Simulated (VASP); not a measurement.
Input of a VASP 6.6.1 run:

File INCAR:

```
SYSTEM = LaTl
PREC = Accurate ; ENCUT = 600
EDIFF = 1E-7 ; ISMEAR = 0
SIGMA = 0.1 ; LREAL = .FALSE.
LASPH = .TRUE. ; NELM = 100
ALGO = Normal ; ISIF = 3
LWAVE = .FALSE. ; LCHARG = .FALSE.
GGA = CA ; IBRION = 2
NSW = 70 ; EDIFFG = -0.005
```

Contents of KPOINTS:

```
regular mesh
0
G
  10 10 10
  0 0 0
```

The input POSCAR:

```
LaTl
1.0
    3.9947972452      0.0000000000      0.0000000000
    0.0000000000      3.9947972452      0.0000000000
    0.0000000000      0.0000000000      3.9947972452
La Tl
1 1
Direct
    0.0000000000      0.0000000000      0.0000000000
    0.5000000000      0.5000000000      0.5000000000
```

Potentials or basis: VASP PAW LDA potentials, release 64 (La, Tl_d).

The run is started by

```bash
$ cat potpaw_LDA.64/La/POTCAR potpaw_LDA.64/Tl_d/POTCAR > POTCAR
$ mpirun -np 1 vasp_std > vasp.out
```

Estimate the band gap on the k mesh.

none (metal or under the smearing width).

What does it give for the space group after relaxing (to 0.05 Å)?

Pm-3m (No. 221).

The path:
```tsv
step	energy change (eV)	largest force (eV/Å)	pressure (GPa)	volume (Å³)
1	0.0000	0.0000	-4.30	63.75
2	-0.0605	0.0000	2.51	56.18
3	-0.0775	0.0000	0.00	58.41
```

The run has no spin-orbit coupling, so splittings on La, Tl are missing. Zero-point motion and thermal expansion aren't in these numbers.
